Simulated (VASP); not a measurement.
These are PBE GGA with spin-orbit coupling, VASP's PBE PAW potentials (set 64) (plane waves; VASP) values and carry that method's errors.

The input files of a VASP run:

**KPOINTS**
```
Regular mesh
0
G
7 7 7
```

### INCAR
```
! general
SYSTEM    =PbS
PREC      =Accurate
ENCUT     =400   ! plane-wave cut-off (eV)
LREAL     =.FALSE.
LASPH     =.TRUE.

! electronic loop
EDIFF     =1E-6   ! SCF stop (eV)
NELM      =100   ! most electronic steps
ALGO      =Normal
LMAXMIX   =4

! smearing
ISMEAR    =0   ! Gaussian
SIGMA     =0.05

! functional
GGA       =PE
GGA_COMPAT=.FALSE.

! spin
MAGMOM    =6*0
LSORBIT   =.TRUE.

! ions
ISIF      =2   ! forces and stress, cell fixed

! output
LWAVE     =.FALSE.
LCHARG    =.FALSE.
```

File POSCAR:
```
PbS
1
    0.0000000000     2.9700000000     2.9700000000
    2.9700000000     0.0000000000     2.9700000000
    2.9700000000     2.9700000000     0.0000000000
Pb S
1 1
Direct
  0.0000000000   0.0000000000   0.0000000000
  0.5000000000   0.5000000000   0.5000000000
```

POTCAR, in this order: Pb_d S (PBE.64 set). Program: vasp_ncl.

Output of the run:

**OSZICAR**
```
       N       E                     dE             d eps       ncg     rms          rms(c)
DAV:   1     0.194116604117E+03    0.19412E+03   -0.81188E+03  1120   0.127E+03
DAV:   2     0.114664457788E+02   -0.18265E+03   -0.17655E+03  1164   0.369E+02
DAV:   3    -0.859140553800E+01   -0.20058E+02   -0.19561E+02  1412   0.144E+02
DAV:   4    -0.953057094475E+01   -0.93917E+00   -0.93453E+00  1392   0.329E+01
DAV:   5    -0.956976955119E+01   -0.39199E-01   -0.39193E-01  1628   0.660E+00    0.457E+00
DAV:   6    -0.912701651566E+01    0.44275E+00   -0.11060E+00  1592   0.100E+01    0.299E+00
DAV:   7    -0.913613620514E+01   -0.91197E-02   -0.19066E-01  1260   0.261E+00    0.196E+00
DAV:   8    -0.914218288939E+01   -0.60467E-02   -0.33081E-02  1452   0.245E+00    0.765E-01
DAV:   9    -0.913941174851E+01    0.27711E-02   -0.59824E-03  1536   0.974E-01    0.278E-01
DAV:  10    -0.913930634007E+01    0.10541E-03   -0.21643E-03  1504   0.433E-01    0.632E-02
DAV:  11    -0.913942311572E+01   -0.11678E-03   -0.30973E-04  1200   0.118E-01    0.518E-02
DAV:  12    -0.913942992319E+01   -0.68075E-05   -0.27283E-05  1324   0.732E-02    0.135E-02
DAV:  13    -0.913943009460E+01   -0.17141E-06   -0.20072E-06  1152   0.195E-02
   1 F= -.91394301E+01 E0= -.91394301E+01  d E =-.244012E-15  mag=     0.0000     0.0000     0.0000
```

**OUTCAR**
```
------------------------ aborting loop because EDIFF is reached ----------------------------------------
  FORCE on cell =-STRESS in cart. coord.  units (eV):
  Direction    XX          YY          ZZ          XY          YZ          ZX
  --------------------------------------------------------------------------------------
  Total        0.5182489      0.5182489      0.5182489     -0.0000000     -0.0000000     -0.0000000
  in kB       15.8470949     15.8470949     15.8470949     -0.0000000     -0.0000000     -0.0000000
  external PRESSURE =      15.8470949 kB  Pullay stress =       0.0000000 kB
  volume of cell :       52.40
      direct lattice vectors                 reciprocal lattice vectors
     0.000000000  2.970000000  2.970000000    -0.168350168  0.168350168  0.168350168
     2.970000000  0.000000000  2.970000000     0.168350168 -0.168350168  0.168350168
     2.970000000  2.970000000  0.000000000     0.168350168  0.168350168 -0.168350168
  FREE ENERGIE OF THE ION-ELECTRON SYSTEM (eV)
  ---------------------------------------------------
  free  energy   TOTEN  =        -9.1394300946 eV

  energy  without entropy=       -9.1394300946  energy(sigma->0) =       -9.13943009

 Ion:    1  E_soc:     -0.7898038

 Ion:    2  E_soc:     -0.0039447
```
(Selected blocks of OUTCAR.)

The compound is PbS in the rock salt structure. The cell was not relaxed at this level. The run is one of a series of settings (GGA_COMPAT = .FALSE., LSORBIT = .TRUE., MAGMOM = 0 0 0 0 0 0, program vasp_ncl against the base run), some of them coarse on purpose.
